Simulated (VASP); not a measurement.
```yaml
crystal:
  lattice:
    - [2.82558, 0.00000, 0.00000]
    - [-1.41279, 2.44702, 0.00000]
    - [0.00000, 0.00000, 3.40968]
  atoms:
    - { symbol: Fe, position: [0.00000, 0.00000, 0.00000], spin: 1.9 }
    - { symbol: Si, position: [0.66667, 0.33333, 0.50000] }
```

These are r2SCAN meta-GGA, VASP's PBE PAW potentials (set 64) (plane waves; VASP) values and carry that method's errors. Numerical set-up: 400 eV cut-off, 17×17×12 Γ-centred mesh, tetrahedra with Blöchl corrections, potentials Fe Si.

### Question
Estimate the cell moment, energy per atom (σ→0), band gap (over mesh and band path) with the smallest direct gap where there is one.

### Answer

```yaml
band gap (over mesh and band path): none (metal, semimetal or under 0.01 eV)
cell_moment: 1.73 μB
energy per atom (σ→0): -11.685 eV/atom
```

### Question
Give the moment on each site (PAW-sphere projection).

### Answer

| site | moment (μB) |
|---|---|
| Fe1 | 1.86 |
| Si2 | -0.04 |

The absolute energy has meaning only against runs of the same code, potentials and settings.

The structure was generated: FeSi was put into the WC type (P-6m2), which need not be its known phase. It was relaxed first, which changed the volume by -12 %.
